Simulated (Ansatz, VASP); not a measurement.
# Cross-check of ZnS (Wurtzite-2H) between VASP and Ansatz, part 2 of 2

One calculation is typed for both programs; each brings its own data sets. How far apart do they land? Of the first pair: The structure shown is the end of the Ansatz relaxation below.

VASP 6.6.1 and Ansatz 0.2.0.

So far. Step 3 (VASP: single point, PBE): The run ends at a pressure of 1.25 GPa, with forces up to 0.0013 eV/Å.

**5. VASP: relaxation of cell and atoms, PBE**

Level of this step: PBE; plane waves and PAW (Zn, S) (VASP).

The relaxed volume is the usual yardstick between codes: in a stiff, nearly cubic crystal its relative difference is about their pressure difference at one cell divided by the bulk modulus.

INCAR

```
SYSTEM = ZnS
PREC = Accurate
ENCUT = 500
EDIFF = 1E-07
NELM = 120
ISMEAR = 0
SIGMA = 0.01
LREAL = .FALSE.
ALGO = Normal
GGA = PE
NBANDS = 24
LORBIT = 11
LWAVE = .FALSE.
LCHARG = .FALSE.
ISIF = 3
IBRION = 2
NSW = 80
EDIFFG = -0.005
LASPH = .TRUE.
GGA_COMPAT = .FALSE.
NELMIN = 4
EFERMI = MIDGAP
KPAR = 2
```

POSCAR

```
ZnS
1.0
    3.8443060000      0.0000000000      0.0000000000
   -1.9221530000      3.3292660000      0.0000000000
    0.0000000000      0.0000000000      6.3043950000
Zn S
2 2
Direct
    0.3333333834      0.6666667668      0.0002031916
    0.6666666166      0.3333332332      0.5002032709
    0.3333333834      0.6666667668      0.3747967886
    0.6666666166      0.3333332332      0.8747967093
```

KPOINTS

```
Automatic mesh
0
Gamma
9 9 4
0 0 0
```

PAW data sets: Zn and S (PBE family, release 64).

Command:

```sh
mpirun -np 2 vasp_std
```

Numbers of over 12 decimals in the logs are rounded to 6 here.

What it wrote:

```text
[... set-up lines as in an earlier step ...]
 entering main loop
       N       E                     dE             d eps       ncg     rms          rms(c)
DAV:   1     0.229178471008E+03    0.22918E+03   -0.16997E+04  1728   0.176E+03
DAV:   2     0.648169546687E+01   -0.22270E+03   -0.21515E+03  1800   0.355E+02
DAV:   3    -0.141342494892E+02   -0.20616E+02   -0.20502E+02  2176   0.109E+02
DAV:   4    -0.145403990833E+02   -0.40615E+00   -0.40595E+00  2024   0.160E+01
[...]
DAV:  13    -0.136931866114E+02   -0.30302E-05   -0.38933E-06  2000   0.129E-02    0.312E-03
DAV:  14    -0.136931867705E+02   -0.15913E-06   -0.31783E-07  1864   0.394E-03    0.112E-03
DAV:  15    -0.136931868239E+02   -0.53389E-07   -0.43916E-08  1456   0.167E-03
   1 F= -.13693187E+02 E0= -.13693187E+02  d E =-.136932E+02
[...]
N       E                     dE             d eps       ncg     rms          rms(c)
DAV:   1    -0.136974526061E+02   -0.42658E-02   -0.58203E-02  2056   0.420E+00    0.482E-01
[...]
DAV:   7    -0.136932981518E+02   -0.94592E-06   -0.29918E-06  2424   0.179E-02    0.541E-03
DAV:   8    -0.136932977164E+02    0.43543E-06   -0.77862E-07  2024   0.126E-02    0.901E-04
DAV:   9    -0.136932977122E+02    0.41050E-08   -0.18005E-08  1008   0.139E-03
   2 F= -.13693298E+02 E0= -.13693298E+02  d E =-.110888E-03
 trial-energy change:   -0.000111  1 .order   -0.000112   -0.000314    0.000090
 step:   0.7744(harm=  0.7762)  dis= 0.00012  next Energy=   -13.693308 (dE=-0.121E-03)
[...]
N       E                     dE             d eps       ncg     rms          rms(c)
DAV:   1    -0.136935167771E+02   -0.21906E-03   -0.29491E-03  2056   0.941E-01    0.109E-01
DAV:   2    -0.136933330081E+02    0.18377E-03   -0.71437E-04  2048   0.616E-01    0.415E-02
DAV:   3    -0.136933120143E+02    0.20994E-04   -0.28276E-05  1824   0.355E-02    0.200E-02
DAV:   4    -0.136933074410E+02    0.45733E-05   -0.32835E-06  2224   0.147E-02    0.117E-02
DAV:   5    -0.136933071860E+02    0.25499E-06   -0.83245E-07  2224   0.179E-02    0.123E-03
DAV:   6    -0.136933072219E+02   -0.35925E-07   -0.72498E-07  1728   0.106E-02
   3 F= -.13693307E+02 E0= -.13693307E+02  d E =-.120398E-03
[...]
reached required accuracy - stopping structural energy minimisation
```

Parts of OUTCAR (step 5):

```text
  Total       -0.0041424     -0.0041424     -0.0051754      0.0000000      0.0000000      0.0000000
  in kB       -0.0820395     -0.0820395     -0.1024978      0.0000000      0.0000000      0.0000000
  external PRESSURE =      -0.0888589 kB  Pullay stress =       0.0000000 kB

 POSITION                                       TOTAL-FORCE (eV/Angst)
 -----------------------------------------------------------------------------------
      0.00000      2.22149      0.00140         0.000000     -0.000000      0.000920
      1.92387      1.11075      3.15616        -0.000000      0.000000      0.000920
      0.00000      2.22149      2.36467         0.000000     -0.000000     -0.000920
      1.92387      1.11075      5.51943         0.000000      0.000000     -0.000920
 -----------------------------------------------------------------------------------
    total drift:                               -0.000000     -0.000001     -0.000564

  FREE ENERGIE OF THE ION-ELECTRON SYSTEM (eV)
  ---------------------------------------------------
  free  energy   TOTEN  =       -13.6933072219 eV

  energy  without entropy=      -13.6933072219  energy(sigma->0) =      -13.69330722

 reached required accuracy - stopping structural energy minimisation

[... 1 part as in an earlier step ...]

[... 2 further parts left out ...]
[key lines of the parts left out:]
E-fermi :   2.9326
```

**6. Ansatz: relaxation of cell and atoms, PBE**

The same cell, functional and mesh now go to Ansatz, which takes its cutoff from its data sets.

The cell is taken from a series of runs on this material, whose earlier steps may have relaxed, scaled, displaced or heated it; both programs get it as it stands.

input.yaml

```yaml
crystal:
  lattice:
    - [3.8443056107, 0.0, 0.0]
    - [-1.9221528053, 3.3292663187, 0.0]
    - [0.0, 0.0, 6.3043946523]
  atoms:
    - { symbol: Zn, position: [0.3333333333, 0.6666666667, 0.0002032501] }
    - { symbol: Zn, position: [0.6666666667, 0.3333333333, 0.5002032501] }
    - { symbol: S, position: [0.3333333333, 0.6666666667, 0.3747967499] }
    - { symbol: S, position: [0.6666666667, 0.3333333333, 0.8747967499] }
kpoints:
  mp_grid: { grid: [9, 9, 4] }
hamiltonian:
  xc: pbe
  pseudopotentials: { kind: nc, accuracy: standard }
scf:
  occupations: { method: fixed }
output:
  forces: true
  stress: true
  eigenvalues: true
relax:
  adjacent_minimum: "off"
  f_tol: 0.001
  max_steps: 60
  cell: { stress_tol: 0.01 }
```

Command:

```sh
ansatz run input.yaml --threads 4 --pin off --max-ram 8192MiB --backend cpu --events-out ev --progress --plain --runs-dir out
```

What it wrote:

```text
[...]
Crystal: 4 atoms, lattice volume = 80.688 Å³
Basis set: ecut = 1142.878222 eV, 7115 PW (Γ), exchange–correlation on 90×90×144 points (8 copies of the dense FFT grid, shifted against one another)
Bands: 32, of which v1, the nominal top of the filled ones, is band 26 counted from 1 (25 counted from 0)
Symmetry: 12 space group operations
[...]
--- Relaxed structure (3 steps of the walk, 3 accepted, 1 SCFs on fresh bases) ---
[...]
cell:  # Å, volume = 80.7187 Å³
    - [3.844873, -2.8871750501282597e-11, 0]
    - [-1.922436, 3.329758, 0]
    - [0, 0, 6.304919]
  atoms:
    - { symbol: Zn, position: [0.333333, 0.666667, 0.000230734] }
    - { symbol: Zn, position: [0.666667, 0.333333, 0.500231] }
    - { symbol: S, position: [0.333333, 0.666667, 0.374769] }
    - { symbol: S, position: [0.666667, 0.333333, 0.874769] }
[key lines of the parts left out:]
SCF converged after 6 iterations
Free energy (F): -11978.772047 eV
Fermi energy:    6.994510 eV
P = ⅓ Tr σ = -0.0010 GPa (-0.010 kbar)
```

**7. Differences**

What differs besides the data sets and the points named for the pairs above, as far as they apply: the data sets hold 52 valence electrons in Ansatz (on norm-conserving files, of PseudoDojo where its log says so) and 36 in VASP; Ansatz adds a Pulay correction to the stress that steers its cell, VASP none. Total energies have different zeros and are not compared.

Both answers:

```tsv
quantity	Ansatz	VASP	difference
volume (Å³)	80.72	80.90	-0.22 %
edge a after relaxation, in the typed setting (Å)	3.845	3.848	-0.07 %
edge c after relaxation, in the typed setting (Å)	6.305	6.309	-0.07 %
```

**8. VASP: zone-centre phonons, PBE**

Second derivatives magnify differences that forces hide, and they need a tight electronic threshold.

INCAR

```
SYSTEM = ZnS
PREC = Accurate
ENCUT = 500
EDIFF = 1E-08
NELM = 120
ISMEAR = 0
SIGMA = 0.01
LREAL = .FALSE.
ALGO = Normal
GGA = PE
NBANDS = 24
LORBIT = 11
LWAVE = .FALSE.
LCHARG = .FALSE.
ISIF = 2
IBRION = 8
LEPSILON = .TRUE.
LASPH = .TRUE.
GGA_COMPAT = .FALSE.
EFERMI = MIDGAP
KPAR = 2
```

POSCAR

```
ZnS
1.0
    3.8249684669      0.0000000000      0.0000000000
   -1.9124842335      3.3125198610      0.0000000000
    0.0000000000      0.0000000000      6.2751480678
Zn S
2 2
Direct
    0.3333333333      0.6666666667      0.0003114756
    0.6666666667      0.3333333333      0.5003114756
    0.3333333333      0.6666666667      0.3746885244
    0.6666666667      0.3333333333      0.8746885244
```

KPOINTS is that of step 5.

Command:

```sh
mpirun -np 2 vasp_std
```

What it wrote:

```text
[... set-up lines as in an earlier step ...]
 entering main loop
       N       E                     dE             d eps       ncg     rms          rms(c)
[... 12 cycles as in an earlier step ...]
DAV:  13    -0.136876833617E+02   -0.30996E-05   -0.39232E-06  2000   0.119E-02    0.315E-03
DAV:  14    -0.136876835304E+02   -0.16871E-06   -0.27722E-07  2104   0.631E-03    0.709E-04
DAV:  15    -0.136876836080E+02   -0.77671E-07   -0.10073E-07  2072   0.287E-03    0.902E-04
DAV:  16    -0.136876836059E+02    0.21246E-08   -0.56990E-09  1528   0.657E-04
   1 F= -.13687684E+02 E0= -.13687684E+02  d E =0.000000E+00
 Linear response reoptimize wavefunctions to high precision
DAV:   1    -0.136876836063E+02   -0.41109E-09   -0.11898E-09  1392   0.247E-04
DAV:   2    -0.136876836063E+02    0.45475E-12   -0.16996E-10  1160   0.104E-04
 Linear response G [H, r] |phi>, progress :
  Direction:   1
       N       E                     dE             d eps       ncg     rms
RMM:   1    -0.831429378931E+02   -0.83143E+02    0.43160E+02  3271   0.906E+01
[...]
RMM:  15    -0.106314346296E+00   -0.18714E-09   -0.14555E-07  7958   0.133E-05    0.569E-08
 first order change of Fermi-energy  -0.77562E-01
 force on displaced ion       3 direction 1 :  -6.374   0.000   0.000
 Born effective charge ion    3 direction 1 :  -1.963  -0.000  -0.000
 Linear response progress:
  Degree of freedom:   4/  4
       N       E                     dE             d eps       ncg     rms          rms(c)
RMM:   1    -0.127171973932E+00   -0.12717E+00    0.58712E-02  5310   0.191E+00
RMM:   2    -0.123370507613E+00    0.38015E-02   -0.62219E-03  3149   0.669E-01    0.182E-01
RMM:   3    -0.123701482165E+00   -0.33097E-03   -0.74595E-04  3600   0.166E-01    0.880E-02
RMM:   4    -0.123969432465E+00   -0.26795E-03   -0.96415E-05  3307   0.580E-02    0.299E-02
[...]
RMM:  15    -0.124016846354E+00    0.22497E-08   -0.41406E-07  2399   0.129E-05    0.218E-07
RMM:  16    -0.124016845972E+00    0.38251E-09   -0.44059E-07  2332   0.128E-05    0.143E-07
RMM:  17    -0.124016845932E+00    0.40064E-10   -0.43107E-07  1907   0.127E-05    0.293E-08
 first order change of Fermi-energy  -0.66206E-01
 force on displaced ion       3 direction 3 :  -0.000  -0.000  -9.048
 Born effective charge ion    3 direction 3 :   0.000   0.000  -2.068
 Born effective charges drift removed
 Linear response finished
```

OUTCAR, selected parts (step 8):

```text
  Total        0.6201805      0.6201805      0.6185759     -0.0000000      0.0000000     -0.0000000
  in kB       12.4973615     12.4973615     12.4650268     -0.0000000      0.0000000     -0.0000000
  external PRESSURE =      12.4865833 kB  Pullay stress =       0.0000000 kB

 POSITION                                       TOTAL-FORCE (eV/Angst)
 -----------------------------------------------------------------------------------
     -0.00000      2.20835      0.00195        -0.000000      0.000000      0.001369
      1.91248      1.10417      3.13953         0.000000     -0.000000      0.001369
     -0.00000      2.20835      2.35123         0.000000     -0.000000     -0.001369
      1.91248      1.10417      5.48880         0.000000      0.000000     -0.001369
 -----------------------------------------------------------------------------------
    total drift:                               -0.000000     -0.000001     -0.000234

 MACROSCOPIC STATIC DIELECTRIC TENSOR (including local field effects in DFT)
 ------------------------------------------------------
           5.831451    -0.000000     0.000000
          -0.000000     5.831451    -0.000000
           0.000000    -0.000000     5.963656
 ------------------------------------------------------

 MACROSCOPIC STATIC DIELECTRIC TENSOR IONIC CONTRIBUTION
 ------------------------------------------------------
           3.011353    -0.000000     0.000000
          -0.000000     3.011353     0.000000
           0.000000     0.000000     3.480786
 ------------------------------------------------------

[... 1 part as in an earlier step ...]

[... 1 further part left out ...]
```

**9. Ansatz: zone-centre phonons, PBE**

The same cell, functional and mesh now go to Ansatz, which takes its cutoff from its data sets.

The cell is taken from a series of runs on this material, whose earlier steps may have relaxed, scaled, displaced or heated it; both programs get it as it stands.

input.yaml, the sections that differ from step 6:

```yaml
crystal:
  lattice:
    - [3.8249684669, 0.0, 0.0]
    - [-1.9124842335, 3.312519861, 0.0]
    - [0.0, 0.0, 6.2751480678]
  atoms:
    - { symbol: Zn, position: [0.3333333333, 0.6666666667, 0.0003114756] }
    - { symbol: Zn, position: [0.6666666667, 0.3333333333, 0.5003114756] }
    - { symbol: S, position: [0.3333333333, 0.6666666667, 0.3746885244] }
    - { symbol: S, position: [0.6666666667, 0.3333333333, 0.8746885244] }
output:
  eigenvalues: true
phonons:
  method: dfpt
  dielectric: true
  rigid_motions: translations
# kpoints, hamiltonian, scf: as in step 6
# relax: removed
```

Command:

```sh
ansatz run input.yaml --threads 4 --pin off --max-ram 8192MiB --backend cpu --events-out ev --progress --plain --runs-dir out
```

What it wrote:

```text
[...]
Crystal: 4 atoms, lattice volume = 79.508 Å³
Basis set: ecut = 1142.878222 eV, 6983 PW (Γ), exchange–correlation on 90×90×144 points (8 copies of the dense FFT grid, shifted against one another)
Bands: 32, of which v1, the nominal top of the filled ones, is band 26 counted from 1 (25 counted from 0)
Symmetry: 12 space group operations
k-points: 95 of 324 (irreducible under 2 space group operations, time reversal used)
[...]
optical modes at Γ + LO–TO along q̂ = [1.0000, 0.0000, 0.0000]:
      ω (cm⁻¹)  modes    IR ((D/Å)²/amu)
[...]
optical modes at Γ + LO–TO along q̂ = [0.0000, 1.0000, 0.0000]:
      ω (cm⁻¹)  modes    IR ((D/Å)²/amu)
[...]
optical modes at Γ + LO–TO along q̂ = [0.0000, 0.0000, 1.0000]:
      ω (cm⁻¹)  modes    IR ((D/Å)²/amu)
[...]
270.51      2            16.3317
        276.15      2             0.0000
        328.17      1             0.0000
        333.25      1             9.0529
[key lines of the parts left out:]
SCF converged after 10 iterations
Free energy (F): -11978.768030 eV
Fermi energy:    7.211125 eV
```

**10. Side by side**

What differs besides the data sets and the points named for the pairs above, as far as they apply: VASP's response is taken on the typed mesh, Ansatz refines its own for the field response alone; the data sets hold 52 valence electrons in Ansatz (on norm-conserving files, of PseudoDojo where its log says so) and 36 in VASP. Total energies have different zeros and are not compared.

Both answers:

```tsv
quantity	Ansatz	VASP	difference
ε∞ xx	5.84	5.83	+0.20 %
ε∞ yy	5.84	5.83	+0.20 %
ε∞ zz	5.96	5.96	-0.04 %
Born charge of Zn1 (mean of the diagonal) (e)	1.99	2.00	-0.01
Born charge of S3 (mean of the diagonal) (e)	-1.99	-2.00	+0.01
optical mode 1 to 2 (cm⁻¹)	69.1	68.1	+1.42 %
optical mode 3 (cm⁻¹)	190.6	190.0	+0.33 %
optical mode 4 (cm⁻¹)	265.2	265.6	-0.17 %
optical mode 5 to 6 (cm⁻¹)	270.5	271.0	-0.19 %
optical mode 7 to 8 (cm⁻¹)	276.1	276.8	-0.24 %
optical mode 9 (cm⁻¹)	328.2	329.2	-0.31 %
```

Modes are paired by rising frequency, not by their patterns, so a pair may set unlike modes beside each other; they are those without the splitting of longitudinal modes.

**11. What came out**

| Item | Value |
| --- | --- |
| difference in gap on the k mesh (single point, PBE) | -4.9e-4 eV |
| difference in volume (relaxation of cell and atoms, PBE) | -0.22 % |
| r.m.s. difference of the optical zone-centre modes, each program's sorted by frequency (zone-centre phonons, PBE) | 0.74 cm⁻¹ |
| difference in optical mode 1 to 2 (zone-centre phonons, PBE) | +1.4 % |

The difference in volume is -0.22 % (relaxation of cell and atoms, PBE), within the 1.2 % picked in this series as the mark of a large difference, as far as the stopping tolerances let one tell. The data sets hold unlike numbers of valence electrons (52 in Ansatz and 36 in VASP), so part of the differences comes from the potentials. Among the rows given in per cent, the largest difference of the zone-centre phonons, PBE pair is in optical mode 1 to 2, +1.4 %. 1 further run of this series is not shown here. Such differences can come from data sets, numerical settings and the points named under the comparisons, not from the functional's error against experiment.

[Lines on the potential files, build, host, timing and source positions are cut from VASP's logs without a mark.]

[Logs are printed without paths, hosts, clocks, repeated set-up lines and the standing remarks that a program may print on its own settings, such as how far it seeks lower states.]

[Hosts, paths, dates, database ids (printed as entryN), source tags and the programs' standing remarks are cut or masked in the printed files.]
